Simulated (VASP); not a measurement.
Here is the system:

```
I
1.0
    0.00000     2.59872     2.59872
    2.59872     0.00000     2.59872
    2.59872     2.59872     0.00000
I
1
Cartesian
  0.00000   0.00000   0.00000
```

Method: PBEsol GGA, VASP's PBE PAW potentials (set 64) (plane waves; VASP). Numerical set-up: 400 eV cut-off, 8×8×8 Γ-centred mesh, Gaussian smearing of 0.050 eV, potentials I.

Energy and stress use the plane-wave basis of the starting cell.

**Question.** The ions, cell shape and volume are relaxed. Which structure does the run end with?

**Answer.** 
```
I
1.0
    0.00000     2.51500     2.51500
    2.51500     0.00000     2.51500
    2.51500     2.51500     0.00000
I
1
Cartesian
  0.00000   0.00000   0.00000
```
Space group Fm-3m (225), at a tolerance of 0.03 Å.

**Question.** How do energy and volume change from the first to the last step?

**Answer.** The energy (σ→0) changes by -29.0 meV/atom and the volume by -9.4 %, in 3 ionic steps.

```tsv
step	E(σ→0) (eV)	max force (eV/Å)	pressure (GPa)	volume (Å³)
1	-1.3492	0.000	-2.57	35.10
2	-1.3773	0.000	-0.51	32.32
3	-1.3781	0.000	-0.01	31.82
```

The structure was generated: I was put into the fcc type (Fm-3m), which need not be its known phase. This run relaxes it. Symmetry was kept, so distortions that lower it aren't found.
